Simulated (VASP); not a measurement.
Input:

```xyz
3
Lattice="0.0000 2.3068 2.3068 2.3068 0.0000 2.3068 2.3068 2.3068 0.0000" Properties=species:S:1:pos:R:3 pbc="T T T"
Li     1.1534     1.1534     1.1534
Li     3.4601     3.4601     3.4601
O      0.0000     0.0000     0.0000
```

Calculation: optB86b-vdW, VASP's PBE PAW potentials (set 64) (plane waves; VASP). Settings: 520 eV cut-off, 8×8×8 Γ-centred mesh, Gaussian smearing of 0.050 eV, potentials Li_sv O.

### Question
Give the energy at these volumes per atom, relative to the lowest: 7.62, 7.87, 8.11, 8.35, 8.60 Å³.

### Answer
10.8, 3.1, 0.0, 0.7, 4.8 meV/atom. A third-order Birch-Murnaghan fit gives B0 = 81.6 GPa and B0′ = 4.1.

The compound is Li2O in the antifluorite structure. It was relaxed first.
